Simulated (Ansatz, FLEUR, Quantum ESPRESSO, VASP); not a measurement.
One structure in several programs: LaIn (Cm, 2 atoms in the cell)

Self-consistent single point.

```
LaIn
1.0
    3.95408     0.00000     0.00000
    0.00000     3.95408     0.00000
    0.00000     0.00000     3.95408
La In
1 1
Cartesian
  1.98811   1.96611   1.99521
 -0.01107   0.01093  -0.01817
```

Shared settings, as Ansatz (a first-principles code) writes them: kpoints.mp_grid.grid = 4 4 4; scf.occupations.method = fermi_dirac; scf.occupations.width = 0.1 eV. Potentials and cutoffs stand in the table.

| code | model | pressure (GPa) | largest force (eV/Å) | cutoff |
|---|---|---|---|---|
| Ansatz | PBEsol, default PAW files made with PBE | -1.74 | 0.091 | default |
| Quantum ESPRESSO | PBEsol, GBRV 1.5 ultrasoft (PBESOL) pseudopotentials | -2.18 | 0.091 | 40 Ry |
| FLEUR | PBEsol, all-electron FLAPW (FLEUR), scalar-relativistic valence | – | 0.093 | Kmax 3.8 1/bohr |
| VASP | PBEsol, VASP's PBE PAW potentials (set 64) | -2.05 | 0.092 | 300 eV |

A dash marks a value that a program does not give, or that is left out as unsure.

The spread over the programs that give each value: pressure within 0.44 GPa; largest force within 0.002 eV/Å.

FLEUR treats all electrons, but the usual bases taken here (sphere radii, linearisation, local orbitals, empty states) were not tested for convergence, so the values are no reference for the others. Ansatz's pressure is given at a fixed set of plane waves, as the other plane-wave codes print theirs.

On the base mesh (6 6 6) the same programs gave: Quantum ESPRESSO pressure -2.57 GPa; Ansatz pressure -2.13 GPa; VASP pressure -2.43 GPa.

The values differ from the base mesh's, so the mesh still matters here: the table compares the programs at equal settings.

VASP's run is marked for a possible Pulay error in its stress at this cutoff; no cutoff test was made.

The starting cell comes from a database of computed structures (which also holds hypothetical and non-ambient phases and stackings), without a prior relaxation at this level. Its atoms were displaced at random from the sites of space group no. 221.

Left out of this page: CP2K (on another mesh); SIESTA (not drawn, or without a comparable value).

Keys are those of Ansatz 0.2.
